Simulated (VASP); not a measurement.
Crystal: Cs3Bi.

```xyz
4
Lattice="0.0000 4.6966 4.6966 4.6966 0.0000 4.6966 4.6966 4.6966 0.0000" Properties=species:S:1:pos:R:3 pbc="T T T"
Cs    2.3483    2.3483    2.3483
Cs    7.0449    7.0449    7.0449
Cs    4.6966    4.6966    4.6966
Bi    0.0000    0.0000    0.0000
```

The cell comes from a database or a generator and needn't be the stable form of this composition.

| Item | Value |
| --- | --- |
| Program | VASP 6.6.1 |
| Task | relaxation of cell and atoms |
| Functional | PBEsol |
| Potentials or basis | VASP PAW PBE potentials, release 64 (Cs_sv, Bi_d) |
| Cutoff | 600 eV |
| k mesh | 5 × 5 × 5 |
| Occupations | methfessel-paxton, width 0.0605 eV |
| Spin | no spin polarisation |

At the start: pressure -0.6 GPa; volume 51.80 Å³/atom.

Question: Where does the relaxation end?

Answer: Over 3 steps the energy falls by 6.2 meV/atom and the volume is 48.63 Å³/atom (-6.1 %); space group Fm-3m (No. 225, to 0.05 Å).

The path:
```
step  energy change (eV)  largest force (eV/Å)  pressure (GPa)  volume (Å³)
   1              0.0000                0.0000           -0.58       207.19
   2             -0.0164                0.0000           -0.36       201.62
   3             -0.0248                0.0000           -0.01       194.51
```

Final structure:
```xyz
4
Lattice="0.0000 4.5988 4.5988 4.5988 0.0000 4.5988 4.5988 4.5988 0.0000" Properties=species:S:1:pos:R:3 pbc="T T T"
Cs    2.2994    2.2994    2.2994
Cs    6.8981    6.8981    6.8981
Cs    4.5988    4.5988    4.5988
Bi    0.0000    0.0000    0.0000
```

Caveat: the PAW data sets were made with another functional, which shifts forces and pressure a little.
